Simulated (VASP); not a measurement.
Method: PBE GGA, VASP's PBE PAW potentials (set 64) (plane waves; VASP). Each cell was relaxed at this level, without spin-orbit coupling.

Question: Which of these comes out without a gap?
(A) RuS2, Pa-3 (205)
(B) MoS2, P6_3/mmc (194)
(C) Bi2Se3, R-3m (166)
(D) Ge, Fd-3m (227)

Answer: D, Ge, Fd-3m (227). The others have gaps of 1.24 eV (MoS2, P6_3/mmc (194)), 0.57 eV (Bi2Se3, R-3m (166)), 0.60 eV (RuS2, Pa-3 (205)).
